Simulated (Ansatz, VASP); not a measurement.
**Two plane-wave programs on MgPb2N2**

```
CELL_PARAMETERS angstrom
3.39174 0.00000 0.00000
-1.69587 2.93734 0.00000
0.00000 0.00000 8.95791
ATOMIC_POSITIONS crystal
Mg 0.00000 0.00000 0.00000
Pb 0.66667 0.33333 0.28655
Pb 0.33333 0.66667 0.71345
N 0.66667 0.33333 0.86182
N 0.33333 0.66667 0.13818
```

Change from the starting cell: strain +0.000 along x and y, -0.030 along z, atoms carried along.

Alike in both runs: task single point; functional LDA; k mesh 9 × 9 × 4; occupations gaussian, width 0.05 eV; no spin polarisation.

|  | VASP | Ansatz |
| --- | --- | --- |
| version | VASP 6.6.1 | Ansatz 0.2.0 |
| potentials or method | VASP PAW LDA potentials, release 64 (Mg, Pb_d, N) | scalar-relativistic, plane waves, PAW |
| plane-wave cutoff (eV) | 520 | 420 |
| valence electrons in the cell | 40 | 48 |

Ansatz gave:

| Quantity | Value |
| --- | --- |
| gap on the k mesh at the Fermi level (eV) | 0.46 |
| least direct gap on the mesh (eV) | 0.46 |
| pressure (GPa) | -3.9 |
| largest component of the traceless stress (GPa) | 3.05 |
| rms of the force components (eV/Å) | 0.035 |

Question: Estimate VASP's values.

Answer: gap on the k mesh at the Fermi level (eV): 0.46; least direct gap on the mesh (eV): 0.46; pressure (GPa): -4.1; largest component of the traceless stress (GPa): 3.12; rms of the force components (eV/Å): 0.018.

Atom by atom the forces differ by 0.022 eV/Å (rms over components). The two sets of potentials don't hold the same shells in valence.

Caveats: spin-orbit coupling is left out, which as a rule narrows the gap of such compounds by several tenths of an eV; an odd mesh through Γ misses points on the zone boundary, where band edges often lie.
